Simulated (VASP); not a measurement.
Consider the following.

```xyz
4
Lattice="2.1504 -3.7247 0.0000 2.1504 3.7247 0.0000 0.0000 0.0000 7.0130" Properties=species:S:1:pos:R:3 pbc="T T T"
Cd     2.1504    -1.2416     3.5063
Cd     2.1504     1.2416     7.0128
Se     2.1504    -1.2416     6.1436
Se     2.1504     1.2416     2.6371
```

The numbers are results of PBEsol GGA, VASP's PBE PAW potentials (set 64) (plane waves; VASP 6.6.1), not measurements. Numerical set-up: 400 eV cut-off, 7×7×4 Γ-centred mesh, tetrahedra with Blöchl corrections, potentials Cd Se.

The cores are frozen, which limits the accuracy of field gradients.

**Question.** Give the principal components of the electric field gradient (V/Å²) and the asymmetry η at each nucleus.

**Answer.** 
```json
[
 {"atom": "Cd1", "Vxx": "-1.4", "Vyy": "-1.4", "Vzz": "2.8", "η": "0.00"},
 {"atom": "Cd2", "Vxx": "-1.4", "Vyy": "-1.4", "Vzz": "2.8", "η": "0.00"},
 {"atom": "Se3", "Vxx": "-0.6", "Vyy": "-0.6", "Vzz": "1.3", "η": "0.00"},
 {"atom": "Se4", "Vxx": "-0.6", "Vyy": "-0.6", "Vzz": "1.3", "η": "0.00"}
]
```

The compound is CdSe in the wurtzite structure. It was relaxed first.
